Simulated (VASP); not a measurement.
Shape and ions are relaxed at each volume.

Energy against volume of CdS (wurtzite). These are PBE GGA with D3 dispersion (Becke-Johnson damping), VASP's PBE PAW potentials (set 64) (plane waves; VASP) values and carry that method's errors.

| V (Å³/atom) | E (eV/atom) |
|---|---|
| 23.675 | -3.34910 |
| 24.430 | -3.36402 |
| 25.186 | -3.36903 |
| 25.942 | -3.36565 |
| 26.697 | -3.35518 |

Question: Fit a third-order Birch-Murnaghan equation of state.

Answer: 
The volume per atom comes out as 25.24 Å³/atom and the bulk modulus is 58.5 GPa. The pressure derivative of the bulk modulus is 4.58.

Measured: bulk modulus 60.7 GPa (computed value off by -3.5 %), as given by Cormac Toher et al., Physical Review Materials (2017), arXiv:1611.05714. The calculation is for a static lattice, while the measured bulk modulus holds thermal and zero-point effects, which are part of the difference.

The compound is CdS in the wurtzite structure. It was relaxed first.
